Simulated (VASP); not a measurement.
Data:

```
TiC
1.0
    0.00000     2.11900     2.11900
    2.11900     0.00000     2.11900
    2.11900     2.11900     0.00000
Ti C
1 1
Direct
  0.00000   0.00000   0.00000
  0.50000   0.50000   0.50000
```

These are r2SCAN+rVV10, VASP's PBE PAW potentials (set 64) (plane waves; VASP) values and carry that method's errors. Settings: 520 eV cut-off, 14×14×14 Γ-centred mesh, first-order Methfessel-Paxton smearing of 0.10 eV, potentials Ti_sv C.

Problem. Give the stress tensor in GPa (positive for a compressed cell).

Solution. 
```
18.49   0.00   0.00
 0.00  18.49   0.00
 0.00   0.00  18.49
```
The pressure is its mean diagonal, 18.49 GPa.

The compound is TiC in the rock salt structure. This cell is one point of a volume scan, at 0.94 of the reference volume.
